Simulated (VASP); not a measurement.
# RPA total energies of BP, part 4 of 6

How do semilocal functionals compare with the RPA for BP, and at what cost? The scan starts from a database cell scaled to its smallest volume. The cell is of the zinc-blende type. The start is a cell from a database of measured crystal structures.

VASP 6.6.1, plane waves and PAW; the level of theory is named at each step.

So far. Step 14 (Orbitals for comparison: HSE06, volume ratio 0.97): The run ends at a pressure of 6.66 GPa. Step 15 (Comparison: HSE06, volume ratio 0.97): Its energy is -7.4140 eV an atom, on a zero of its own.

### 16. Orbitals, volume ratio 1

This step: PBE; plane waves and PAW (P_GW, B_GW) (VASP 6.6.1).

The same chain follows at a volume ratio of 1.

Input file INCAR:

```
SYSTEM = BP
PREC = Accurate
ENCUT = 440
EDIFF = 1E-08
NELM = 100
ISMEAR = 0
SIGMA = 0.05
LREAL = .FALSE.
ALGO = Normal
GGA = PE
NBANDS = 10
LORBIT = 11
LWAVE = .TRUE.
LCHARG = .FALSE.
KPAR = 8
```

Input file POSCAR:

```
BP
1.0
    0.0000000000      2.2690000000      2.2690000000
    2.2690000000      0.0000000000      2.2690000000
    2.2690000000      2.2690000000      0.0000000000
P B
1 1
Direct
    0.7500000000      0.7500000000      0.7500000000
    0.0000000000      0.0000000000      0.0000000000
```

Input file KPOINTS:

```
Automatic mesh
0
Gamma
6 6 6
0 0 0
```

PAW data sets: P_GW and B_GW (PBE family, release 64).

On the command line:

```bash
mpirun -np 8 vasp_std
```

The program printed:

```text
[... set-up lines as in an earlier step ...]
 entering main loop
       N       E                     dE             d eps       ncg     rms          rms(c)
DAV:   1     0.119993E+02    0.11999E+02   -0.40055E+03   320   0.714E+02
DAV:   2    -0.129434E+02   -0.24943E+02   -0.23030E+02   538   0.145E+02
DAV:   3    -0.136298E+02   -0.68640E+00   -0.68531E+00   448   0.209E+01
DAV:   4    -0.136371E+02   -0.72764E-02   -0.72730E-02   486   0.244E+00
[...]
DAV:  12    -0.128998E+02   -0.93310E-06   -0.19556E-06   396   0.125E-02    0.726E-04
DAV:  13    -0.128998E+02    0.90488E-07   -0.68488E-08   484   0.181E-03    0.287E-04
DAV:  14    -0.128998E+02    0.42348E-09   -0.59772E-09   296   0.579E-04
   1 F= -.12899838E+02 E0= -.12899838E+02  d E =-.378632E-17
 writing wavefunctions
```

It took 1.4 s on 8 MPI ranks of Intel Xeon 6975P-C (Granite Rapids), shared host; peak memory 1 GiB; 6.5 s of CPU time.

From OUTCAR (step 16):

```text
  Total        0.1829180      0.1829180      0.1829180      0.0000000      0.0000000     -0.0000000
  in kB       12.5439255     12.5439255     12.5439255      0.0000000      0.0000000     -0.0000000
  external PRESSURE =      12.5439255 kB  Pullay stress =       0.0000000 kB

 POSITION                                       TOTAL-FORCE (eV/Angst)
 -----------------------------------------------------------------------------------
      3.40350      3.40350      3.40350        -0.000000     -0.000000     -0.000000
      0.00000      0.00000      0.00000         0.000000      0.000000      0.000000
 -----------------------------------------------------------------------------------
    total drift:                               -0.000000     -0.000000     -0.000000

  FREE ENERGIE OF THE ION-ELECTRON SYSTEM (eV)
  ---------------------------------------------------
  free  energy   TOTEN  =       -12.8998378154 eV

  energy  without entropy=      -12.8998378154  energy(sigma->0) =      -12.89983782

[... 1 part as in an earlier step ...]

[... 2 further parts left out ...]
[key lines of the parts left out:]
E-fermi :   7.4218
```

The run ends at a pressure of 1.25 GPa.

### 17. Exact exchange, volume ratio 1

This step: Hartree-Fock energy on PBE orbitals; plane waves and PAW (P_GW, B_GW) (VASP 6.6.1).

Exact exchange at this point.

Input file INCAR:

```
SYSTEM = BP
PREC = Accurate
ENCUT = 440
ISMEAR = 0
SIGMA = 0.05
LREAL = .FALSE.
GGA = PE
NBANDS = 10
ALGO = Eigenval
NELM = 1
LHFCALC = .TRUE.
AEXX = 1
ALDAC = 0
AGGAC = 0
PRECFOCK = Normal
LWAVE = .FALSE.
LCHARG = .FALSE.
```

POSCAR is that of step 16.

KPOINTS is that of step 16.

The run starts from files that an earlier step left in the folder.

On the command line:

```bash
mpirun -np 8 vasp_std
```

The program printed:

```text
[... set-up lines as in an earlier step ...]
 entering main loop
       N       E                     dE             d eps       ncg     rms          rms(c)
EIG:   1    -0.209201E+02   -0.20920E+02    0.00000E+00     0   0.000E+00
   1 F= -.20920148E+02 E0= -.20920148E+02  d E =-.888645E-17
```

Wall time 9.8 s (8 MPI ranks); peak memory 0.88 GiB; 74 s of CPU time.

OUTCAR, selected parts (step 17):

```text
 POSITION                                       TOTAL-FORCE (eV/Angst)
 -----------------------------------------------------------------------------------
      3.40350      3.40350      3.40350        -0.000000      0.000000     -0.000000
      0.00000      0.00000      0.00000         0.000000     -0.000000      0.000000
 -----------------------------------------------------------------------------------
    total drift:                               -0.000000     -0.000000     -0.000000

  FREE ENERGIE OF THE ION-ELECTRON SYSTEM (eV)
  ---------------------------------------------------
  free  energy   TOTEN  =       -20.9201480486 eV

  energy  without entropy=      -20.9201480486  energy(sigma->0) =      -20.92014805

[... 2 parts as in an earlier step ...]

[... 1 further part left out ...]
[key lines of the parts left out:]
E-fermi :   7.4180
```

The Hartree-Fock energy on these orbitals is -10.4601 eV an atom.

### 18. Empty bands, volume ratio 1

This step: PBE; plane waves and PAW (P_GW, B_GW) (VASP 6.6.1).

The empty bands are made again, for the run that follows.

Input file INCAR:

```
SYSTEM = BP
PREC = Accurate
ENCUT = 440
ISMEAR = 0
SIGMA = 0.05
LREAL = .FALSE.
GGA = PE
NBANDS = 528
ALGO = Exact
NELM = 1
LWAVE = .TRUE.
LCHARG = .FALSE.
LOPTICS = .TRUE.
NEDOS = 1000
CSHIFT = 0.1
```

POSCAR is that of step 17.

KPOINTS is that of step 17.

On the command line:

```bash
mpirun -np 8 vasp_std
```

The program printed:

```text
[... set-up lines as in an earlier step ...]
 entering main loop
       N       E                     dE             d eps       ncg     rms          rms(c)
DIA:   1    -0.128998E+02   -0.12900E+02    0.00000E+00     0   0.000E+00
   1 F= -.12899838E+02 E0= -.12899838E+02  d E =-.373925E-42
 writing wavefunctions
 optical routines
 imaginary and real dielectric function
 recalculating local potential from charge density
 direction            1
 direction            2
 direction            3
```

Run time: 2.4 s. Hardware: 8 MPI ranks; peak memory 0.98 GiB; 14 s of CPU time.

Parts of OUTCAR (step 18):

```text
  Total        0.1829971      0.1829971      0.1829971      0.0000000      0.0000000     -0.0000000
  in kB       12.5493547     12.5493547     12.5493547      0.0000000      0.0000000     -0.0000000
  external PRESSURE =      12.5493547 kB  Pullay stress =       0.0000000 kB

 POSITION                                       TOTAL-FORCE (eV/Angst)
 -----------------------------------------------------------------------------------
      3.40350      3.40350      3.40350        -0.000000     -0.000000      0.000000
      0.00000      0.00000      0.00000         0.000000      0.000000     -0.000000
 -----------------------------------------------------------------------------------
    total drift:                               -0.000000     -0.000000     -0.000000

  FREE ENERGIE OF THE ION-ELECTRON SYSTEM (eV)
  ---------------------------------------------------
  free  energy   TOTEN  =       -12.8998378084 eV

  energy  without entropy=      -12.8998378084  energy(sigma->0) =      -12.89983781

[... 2 parts as in an earlier step ...]

[... 1 further part left out ...]
[key lines of the parts left out:]
E-fermi :   7.6117
```

### 19. RPA correlation, volume ratio 1

This step: RPA correlation on PBE orbitals; plane waves and PAW (P_GW, B_GW) (VASP 6.6.1).

RPA correlation at this point.

Input file INCAR:

```
SYSTEM = BP
PREC = Accurate
ENCUT = 440
ISMEAR = 0
SIGMA = 0.05
LREAL = .FALSE.
GGA = PE
NBANDS = 528
ALGO = ACFDT
ENCUTGW = 200
NOMEGA = 12
PRECFOCK = Fast
LWAVE = .FALSE.
LCHARG = .FALSE.
```

POSCAR is that of step 18.

KPOINTS is that of step 18.

On the command line:

```bash
mpirun -np 8 vasp_std
```

The program printed:

```text
[banner, memory and clock lines left out]
running    8 mpi-ranks, on    1 nodes
[...]
[... a notice as in an earlier step ...]

 LDA part: xc-table for (Slater+PW92), standard interpolation
 found WAVECAR, reading the header
 POSCAR, INCAR and KPOINTS ok, starting setup
[...]
reading WAVECAR
 the WAVECAR file was read successfully
 initial charge from wavefunction
 available memory per node:     37.50 GB, setting MAXMEM to     38403

 The Fermi energy was updated, please check that it is located mid-gap
 values below the HOMO (VB) or above the LUMO (CB) will cause erroneous energies
 E-fermi :   7.8045

 the WAVEDER file was read successfully
 set NWRITE>2 for more details about minimax calculation
 number of imaginary grid points requested:      12
 number of distinct grids requested:  1
 quadrature errors minimized for energies in [ 0.133E+01, 0.441E+03 ]
 bosonic grid (T=0, re) determined with error: 0.8832E-07
 bosonic grid (re): 0.8832E-07
[...]
NQ=  10    0.3333    0.3333    0.0000,
|.........|.........|.........|.........
 performed      53080000 updates of chi_q(r,r)
 total number of BLAS operations      10161.92 Gflops
NQ=  11    0.5000    0.3333    0.0000,
|.........|.........|.........|.........
 performed      58388000 updates of chi_q(r,r)
 total number of BLAS operations      11042.62 Gflops
NQ=  12   -0.3333    0.3333    0.0000,
|.........|.........|.........|.........
 performed      63696000 updates of chi_q(r,r)
 total number of BLAS operations      11899.02 Gflops
NQ=  13    0.5000    0.5000    0.0000,
|.........|.........|.........|.........
 performed      69004000 updates of chi_q(r,r)
 total number of BLAS operations      12854.64 Gflops
NQ=  14    0.5000    0.3333    0.1667,
|.........|.........|.........|.........
 performed      74312000 updates of chi_q(r,r)
 total number of BLAS operations      13810.26 Gflops
NQ=  15   -0.3333    0.3333    0.1667,
|.........|.........|.........|.........
 performed      79620000 updates of chi_q(r,r)
 total number of BLAS operations      14765.88 Gflops
NQ=  16   -0.3333    0.5000    0.1667,
|.........|.........|.........|.........
 performed      84928000 updates of chi_q(r,r)
 total number of BLAS operations      15721.50 Gflops
 entering main loop
```

The job ended after 50 s (8 MPI ranks; peak memory 2.3 GiB).

From OUTCAR (step 19):

```text
      cutoff energy     smooth cutoff   RPA   correlation   Hartree contr. to MP2
---------------------------------------------------------------------------------
            200.000           160.000      -12.4398875999      -20.1989070700
            190.476           152.381      -12.3913208437      -20.1470272633
            181.406           145.125      -12.3393868849      -20.0911948806
            172.768           138.214      -12.2833071847      -20.0304602014
            164.541           131.632      -12.2234521539      -19.9651246220
            156.705           125.364      -12.1587305727      -19.8939165580
            149.243           119.394      -12.0899100265      -19.8176346053
            142.136           113.709      -12.0158161482      -19.7349213234
  linear regression

[... 3 parts as in an earlier step ...]

[... 1 further part left out ...]
[key lines of the parts left out:]
E-fermi :   7.8045
```

The correlation energy is -6.5366 eV an atom, +9 meV against the point before. With exact exchange the total is -16.9967 eV an atom.

### 20. Comparison: r2SCAN, volume ratio 1

This step: r2SCAN; plane waves and PAW (P_GW, B_GW) (VASP 6.6.1).

The comparison at this point.

Input file INCAR:

```
SYSTEM = BP
PREC = Accurate
ENCUT = 440
EDIFF = 1E-06
NELM = 100
ISMEAR = 0
SIGMA = 0.05
LREAL = .FALSE.
ALGO = Normal
METAGGA = R2SCAN
LASPH = .TRUE.
NBANDS = 10
LWAVE = .FALSE.
LCHARG = .FALSE.
KPAR = 8
```

POSCAR is that of step 19.

KPOINTS is that of step 19.

On the command line:

```bash
mpirun -np 8 vasp_std
```

The program printed:

```text
[... set-up lines as in an earlier step ...]
 entering main loop
       N       E                     dE             d eps       ncg     rms          rms(c)
DAV:   1     0.669383E+01    0.66938E+01   -0.41251E+03   320   0.735E+02
DAV:   2    -0.188367E+02   -0.25531E+02   -0.23574E+02   548   0.149E+02
DAV:   3    -0.195268E+02   -0.69012E+00   -0.68900E+00   438   0.212E+01
DAV:   4    -0.195342E+02   -0.73788E-02   -0.73754E-02   484   0.250E+00
[...]
DAV:   9    -0.172675E+02   -0.50217E-04   -0.50301E-04   434   0.198E-01    0.506E-02
DAV:  10    -0.172676E+02   -0.86816E-04   -0.10008E-04   418   0.105E-01    0.756E-03
DAV:  11    -0.172676E+02    0.39506E-06   -0.68830E-06   472   0.198E-02
   1 F= -.17267583E+02 E0= -.17267583E+02  d E =-.103653E-15
```

Elapsed: 3.4 s, on 8 MPI ranks; peak memory 1 GiB; 23 s of CPU time.

From OUTCAR (step 20):

```text
  Total       -0.0583338     -0.0583338     -0.0583338      0.0000000      0.0000000      0.0000000
  in kB       -4.0003415     -4.0003415     -4.0003415      0.0000000      0.0000000      0.0000000
  external PRESSURE =      -4.0003415 kB  Pullay stress =       0.0000000 kB

 POSITION                                       TOTAL-FORCE (eV/Angst)
 -----------------------------------------------------------------------------------
      3.40350      3.40350      3.40350        -0.000000     -0.000000     -0.000000
      0.00000      0.00000      0.00000         0.000000      0.000000      0.000000
 -----------------------------------------------------------------------------------
    total drift:                                0.000001      0.000001      0.000001

  FREE ENERGIE OF THE ION-ELECTRON SYSTEM (eV)
  ---------------------------------------------------
  free  energy   TOTEN  =       -17.2675833527 eV

  energy  without entropy=      -17.2675833527  energy(sigma->0) =      -17.26758335

[... 2 parts as in an earlier step ...]

[... 1 further part left out ...]
[key lines of the parts left out:]
E-fermi :   7.3651
```

Its energy is -8.6338 eV an atom, on a zero of its own.

### 21. Orbitals for comparison: HSE06, volume ratio 1

This step: PBE; plane waves and PAW (P_GW, B_GW) (VASP 6.6.1).

Starting orbitals, as before.

Input file INCAR:

```
SYSTEM = BP
PREC = Accurate
ENCUT = 440
EDIFF = 1E-05
NELM = 100
ISMEAR = 0
SIGMA = 0.05
LREAL = .FALSE.
ALGO = Normal
GGA = PE
NBANDS = 10
LORBIT = 11
LWAVE = .TRUE.
LCHARG = .FALSE.
KPAR = 8
```

POSCAR is that of step 20.

KPOINTS is that of step 20.

On the command line:

```bash
mpirun -np 8 vasp_std
```

The program printed:

```text
[... set-up lines as in an earlier step ...]
 entering main loop
       N       E                     dE             d eps       ncg     rms          rms(c)
[... 9 cycles as in an earlier step ...]
DAV:  11    -0.128998E+02   -0.65449E-06   -0.19559E-05   400   0.310E-02
   1 F= -.12899837E+02 E0= -.12899837E+02  d E =-.292096E-17
 writing wavefunctions
```

The job ended after 1.2 s (8 MPI ranks; peak memory 1 GiB; 5 s of CPU time).

Parts of OUTCAR (step 21):

```text
  Total        0.1873394      0.1873394      0.1873394      0.0000000      0.0000000     -0.0000000
  in kB       12.8471352     12.8471352     12.8471352      0.0000000      0.0000000     -0.0000000
  external PRESSURE =      12.8471352 kB  Pullay stress =       0.0000000 kB

 POSITION                                       TOTAL-FORCE (eV/Angst)
 -----------------------------------------------------------------------------------
      3.40350      3.40350      3.40350         0.000000      0.000000      0.000000
      0.00000      0.00000      0.00000        -0.000000     -0.000000     -0.000000
 -----------------------------------------------------------------------------------
    total drift:                               -0.000000     -0.000000     -0.000000

  FREE ENERGIE OF THE ION-ELECTRON SYSTEM (eV)
  ---------------------------------------------------
  free  energy   TOTEN  =       -12.8998369371 eV

  energy  without entropy=      -12.8998369371  energy(sigma->0) =      -12.89983694

[... 2 parts as in an earlier step ...]

[... 1 further part left out ...]
[key lines of the parts left out:]
E-fermi :   7.4221
```

The run ends at a pressure of 1.28 GPa.

### 22. Comparison: HSE06, volume ratio 1

This step: HSE06; plane waves and PAW (P_GW, B_GW) (VASP 6.6.1).

The comparison at this point.

Input file INCAR:

```
SYSTEM = BP
PREC = Accurate
ENCUT = 440
EDIFF = 1E-06
NELM = 100
ISMEAR = 0
SIGMA = 0.05
LREAL = .FALSE.
ALGO = Normal
LHFCALC = .TRUE.
AEXX = 0.25
GGA = PE
HFSCREEN = 0.2
LASPH = .TRUE.
NBANDS = 10
PRECFOCK = Fast
LWAVE = .FALSE.
LCHARG = .FALSE.
KPAR = 8
```

POSCAR is that of step 21.

KPOINTS is that of step 21.

The run starts from files that an earlier step left in the folder.

On the command line:

```bash
mpirun -np 8 vasp_std
```

The program printed:

```text
[... set-up lines as in an earlier step ...]
 entering main loop
       N       E                     dE             d eps       ncg     rms          rms(c)
DAV:   1    -0.148311E+02   -0.14831E+02   -0.26321E-01   442   0.452E+00    0.229E-01
DAV:   2    -0.148327E+02   -0.16145E-02   -0.55112E-03   410   0.566E-01    0.160E-01
DAV:   3    -0.148323E+02    0.33084E-03   -0.37124E-04   466   0.182E-01    0.980E-02
DAV:   4    -0.148322E+02    0.12883E-03   -0.50646E-05   498   0.689E-02    0.584E-02
DAV:   5    -0.148322E+02    0.44129E-04   -0.14550E-05   454   0.353E-02    0.344E-02
DAV:   6    -0.148321E+02    0.14607E-04   -0.51338E-06   450   0.198E-02    0.203E-02
DAV:   7    -0.148321E+02    0.46589E-05   -0.14549E-06   242   0.115E-02    0.120E-02
DAV:   8    -0.148321E+02    0.15523E-05   -0.87856E-07   228   0.860E-03    0.700E-03
DAV:   9    -0.148321E+02    0.47609E-06   -0.31659E-07   196   0.651E-03
   1 F= -.14832140E+02 E0= -.14832140E+02  d E =-.779183E-19
```

The job ended after 12 s (8 MPI ranks; peak memory 1.8 GiB; 88 s of CPU time).

Parts of OUTCAR (step 22):

```text
 POSITION                                       TOTAL-FORCE (eV/Angst)
 -----------------------------------------------------------------------------------
      3.40350      3.40350      3.40350         0.000000      0.000000      0.000000
      0.00000      0.00000      0.00000        -0.000000     -0.000000     -0.000000
 -----------------------------------------------------------------------------------
    total drift:                               -0.000001      0.000000     -0.000000

  FREE ENERGIE OF THE ION-ELECTRON SYSTEM (eV)
  ---------------------------------------------------
  free  energy   TOTEN  =       -14.8321397140 eV

  energy  without entropy=      -14.8321397140  energy(sigma->0) =      -14.83213971

[... 2 parts as in an earlier step ...]

[... 1 further part left out ...]
[key lines of the parts left out:]
E-fermi :   6.9999
```

Its energy is -7.4161 eV an atom, on a zero of its own.

### 23. Orbitals, volume ratio 1.03

This step: PBE; plane waves and PAW (P_GW, B_GW) (VASP 6.6.1).

The same chain follows at a volume ratio of 1.03.

Input file INCAR:

```
SYSTEM = BP
PREC = Accurate
ENCUT = 440
EDIFF = 1E-08
NELM = 100
ISMEAR = 0
SIGMA = 0.05
LREAL = .FALSE.
ALGO = Normal
GGA = PE
NBANDS = 10
LORBIT = 11
LWAVE = .TRUE.
LCHARG = .FALSE.
KPAR = 8
```

Input file POSCAR:

```
BP
1.0
    0.0000000000      2.2914668077      2.2914668077
    2.2914668077      0.0000000000      2.2914668077
    2.2914668077      2.2914668077      0.0000000000
P B
1 1
Direct
    0.7500000000      0.7500000000      0.7500000000
    0.0000000000      0.0000000000      0.0000000000
```

KPOINTS is that of step 22.

On the command line:

```bash
mpirun -np 8 vasp_std
```

The program printed:

```text
[... set-up lines as in an earlier step ...]
 entering main loop
       N       E                     dE             d eps       ncg     rms          rms(c)
DAV:   1     0.136638E+02    0.13664E+02   -0.38356E+03   320   0.703E+02
DAV:   2    -0.125617E+02   -0.26225E+02   -0.24303E+02   554   0.150E+02
DAV:   3    -0.135580E+02   -0.99634E+00   -0.99427E+00   448   0.230E+01
DAV:   4    -0.135679E+02   -0.99254E-02   -0.99205E-02   476   0.257E+00
[...]
DAV:  12    -0.128952E+02   -0.10448E-05   -0.20576E-06   378   0.128E-02    0.682E-04
DAV:  13    -0.128952E+02    0.97031E-07   -0.61152E-08   508   0.174E-03    0.318E-04
DAV:  14    -0.128952E+02    0.24942E-08   -0.84054E-09   304   0.610E-04
   1 F= -.12895155E+02 E0= -.12895155E+02  d E =-.117113E-11
 writing wavefunctions
```

Elapsed: 1.4 s, on 8 MPI ranks; peak memory 1 GiB.

From OUTCAR (step 23):

```text
  Total       -0.5112342     -0.5112342     -0.5112342      0.0000000      0.0000000     -0.0000000
  in kB      -34.0376684    -34.0376684    -34.0376684      0.0000000      0.0000000     -0.0000000
  external PRESSURE =     -34.0376684 kB  Pullay stress =       0.0000000 kB

 POSITION                                       TOTAL-FORCE (eV/Angst)
 -----------------------------------------------------------------------------------
      3.43720      3.43720      3.43720         0.000000      0.000000     -0.000000
      0.00000      0.00000      0.00000         0.000000     -0.000000      0.000000
 -----------------------------------------------------------------------------------
    total drift:                               -0.000000     -0.000000     -0.000000

  FREE ENERGIE OF THE ION-ELECTRON SYSTEM (eV)
  ---------------------------------------------------
  free  energy   TOTEN  =       -12.8951546077 eV

  energy  without entropy=      -12.8951546077  energy(sigma->0) =      -12.89515461

[... 1 part as in an earlier step ...]

[... 2 further parts left out ...]
[key lines of the parts left out:]
E-fermi :   7.0215
```

The run ends at a pressure of -3.40 GPa.

(Part 4 of 6 ends here.)

[Long decimals in the printed logs are rounded to 6 places.]

[Lines on the potential files, build, host, timing and source positions are cut from VASP's logs without a mark.]

[Logs are printed without paths, hosts, clocks, repeated set-up lines and the standing remarks that a program may print on its own settings, such as how far it seeks lower states.]

[Hosts, paths, dates, database ids (printed as entryN), source tags and the programs' standing remarks are cut or masked in the printed files.]

[Measured values are set beside computed ones only where the two were judged alike; some that the calculation misses by far are left out.]

[Pressures printed for these runs are not shown converged in the cutoff: they can be off by several GPa and have the wrong sign.]
